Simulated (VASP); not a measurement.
Wanted: the native input for a VASP 6.6.1 run.

```
Task                   : single point
Functional             : PBE
Potentials or basis    : VASP PAW PBE potentials, release 64 (B, Bi_d)
Cutoff                 : 520 eV
k mesh                 : 8 × 8 × 8
Occupations            : fermi-dirac, width 0.02 eV
Spin                   : non-collinear spin, zero start, spin-orbit coupling
Starting moments       : [[0.0, 0.0, 0.0], [0.0, 0.0, 0.0]] μB
Dipole correction      : no
Further INCAR settings : ALGO = Normal; EDIFF = 1e-07; NBANDS = 30
```

The structure of BiB lies in POSCAR:

```
BiB
1.0
    0.0000000000      2.7448736709      2.7448736709
    2.7448736709      0.0000000000      2.7448736709
    2.7448736709      2.7448736709      0.0000000000
B Bi
1 1
Direct
    0.0000000000      0.0000000000      0.0000000000
    0.2500000000      0.2500000000      0.2500000000
```

The cell was built by a generator and needn't be a form met in nature.

One way to write it, as run:

INCAR

```
SYSTEM = BiB
  PREC = Accurate
  ENCUT = 520
  EDIFF = 1E-7
  ISMEAR = -1
  SIGMA = 0.02
  LREAL = .False.
  LASPH = .True.
  NELM = 150
  ALGO = Normal
  ISIF = 2
  LWAVE = .False.
  LCHARG = .True.
  MAGMOM = 0 0 0 0 0 0
  LORBIT = 11
  LSORBIT = .True.
  GGA_COMPAT = .False.
  LORBMOM = .True.
  GGA = PE
  LVHAR = .True.
  NBANDS = 30
```

KPOINTS

```
Automatic mesh
0
Gamma
  8 8 8
  0 0 0
```

Potentials or basis: VASP PAW PBE potentials, release 64 (B, Bi_d).

Run with:

```bash
$ cat potpaw_PBE.64/B/POTCAR potpaw_PBE.64/Bi_d/POTCAR > POTCAR
$ mpirun -np 1 vasp_ncl > vasp.out
```

It gave:

The pressure is 1.4 GPa. The net moment is 0.00 μB per cell and the valence electrons inside the program's atomic spheres are B 1.67; Bi 12.99.

It took 2.3 min on 1 thread of Intel(R) Xeon(R) Platinum 8488C (Sapphire Rapids) (shared host), peak memory 0.32 GiB.
